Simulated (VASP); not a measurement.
```
CELL_PARAMETERS angstrom
      1.97770    -3.42547     0.00000
      1.97770     3.42547     0.00000
      0.00000     0.00000     5.15572
ATOMIC_POSITIONS crystal
  Ni 0.00000 0.00000 0.50000
  Ni 0.00000 0.00000 0.00000
  Sb 0.33333 0.66667 0.25000
  Sb 0.66667 0.33333 0.75000
```

These are PBE GGA with D3 dispersion (Becke-Johnson damping), VASP's PBE PAW potentials (set 64) (plane waves; VASP) values and carry that method's errors. Settings: 520 eV cut-off, 9×9×6 Γ-centred mesh, first-order Methfessel-Paxton smearing of 0.10 eV, potentials Ni Sb.

Task: Give the stress tensor in GPa (positive for a compressed cell).

Result: 
```
-3.46   0.00   0.00
 0.00  -3.46   0.00
 0.00   0.00  -3.43
```
The pressure is its mean diagonal, -3.45 GPa.

The compound is NiSb in the NiAs type structure. This cell is one point of a volume scan, at 1.03 of the reference volume. The run is not spin-polarised, so no magnetic state was tried.
